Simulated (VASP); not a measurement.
A run of VASP 6.6.1:

INCAR

```
PREC     = Accurate       # precision mode
ENCUT    = 520            # plane-wave cutoff, eV
EDIFF    = 1E-7           # SCF threshold, eV
ISMEAR   = 0              # smearing method
SIGMA    = 0.1            # smearing width, eV
LREAL    = F              # projectors in reciprocal space
LASPH    = T              # aspherical terms in the spheres
NELM     = 100            # most SCF steps
ALGO     = Fast           # electronic algorithm
ISIF     = 2              # what is computed and relaxed
LWAVE    = F              # write WAVECAR
LCHARG   = F              # write CHGCAR
GGA      = PE             # functional
NBANDS   = 30             # bands
```

KPOINTS

```
Automatic mesh
0
Gamma
  12 12 6
```

POSCAR

```
TlPS4
1.0
    4.2776433760      0.0000000000      0.0000000000
   -2.1388216880      3.7045478320      0.0000000000
    0.0000000000      0.0000000000      7.8444207346
Tl P S
1 1 4
Direct
    0.0000000000      0.0000000000      0.5000000000
    0.0000000000      0.0000000000      0.0000000000
    0.6666666667      0.3333333333      0.1972613340
    0.3333333333      0.6666666667      0.8027386660
    0.3333333333      0.6666666667      0.1972613340
    0.6666666667      0.3333333333      0.8027386660
```

Potentials or basis: VASP PAW PBE potentials, release 64 (Tl_d, P, S).

Run with:

```bash
$ cat potpaw_PBE.64/Tl_d/POTCAR potpaw_PBE.64/P/POTCAR potpaw_PBE.64/S/POTCAR > POTCAR
$ mpirun -np 1 vasp_std > vasp.out
```

Hardware: 1 thread of Intel(R) Xeon(R) 6975P-C (Granite Rapids), with other jobs on the host.

Question: Estimate the wall time of this run.

Answer: It took 110 s on 1 thread of Intel(R) Xeon(R) 6975P-C (Granite Rapids) (shared host), peak memory 0.41 GiB. Counts: scf iterations 16, k points 76.
